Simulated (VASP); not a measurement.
All values below come from PBEsol GGA, VASP's PBE PAW potentials (set 64) (plane waves; VASP).

VASP input:

### KPOINTS
```
Automatic mesh
0
Gamma
8 8 1
0 0 0
```

POSCAR:
```
Na(110) slab
1
    3.6074894910     0.0000000000     0.0000000000
   -1.2024964970     3.4011734873     0.0000000000
    0.0000000000     0.0000000000    23.5040104391
Na
3
Direct
  0.5000000000   0.5000000000   0.3749865251
  0.0000000000   0.0000000000   0.5000000000
  0.5000000000   0.5000000000   0.6250134749
```

### INCAR
```
ALGO = Normal
DIPOL = 0.5 0.5 0.5
EDIFF = 1E-6
ENCUT = 400
GGA = PS
IDIPOL = 3
ISMEAR = 1
LASPH = .TRUE.
LCHARG = .FALSE.
LDIPOL = .TRUE.
LORBIT = 11
LREAL = .FALSE.
LVHAR = .TRUE.
LWAVE = .FALSE.
NELM = 100
NELMIN = 4
PREC = Normal
SIGMA = 0.1
SYSTEM = Na(110) slab
```

POTCAR, in this order: Na_pv (PBE.64 set). Program: vasp_std. Read from the step before: WAVECAR.

Predict the energy per atom (σ→0), band gap (on the k-mesh).

energy per atom (σ→0): -1.275 eV/atom
band gap (on the k-mesh): none (metal, semimetal or under 0.01 eV)

OSZICAR:
```
       N       E                     dE             d eps       ncg     rms          rms(c)
DAV:   1    -0.382544920838E+01   -0.38254E+01   -0.53405E-06   452   0.168E-02    0.119E-03
DAV:   2    -0.382544884017E+01    0.36821E-06   -0.17160E-06   444   0.988E-03    0.325E-04
DAV:   3    -0.382544880263E+01    0.37541E-07   -0.31563E-07   372   0.517E-03    0.259E-04
DAV:   4    -0.382544881376E+01   -0.11137E-07   -0.58511E-08   372   0.337E-03
   1 F= -.38254488E+01 E0= -.38253149E+01  d E =-.401788E-03
```

The cell is a thin slab with vacuum, built from Na (bcc): (110) face.
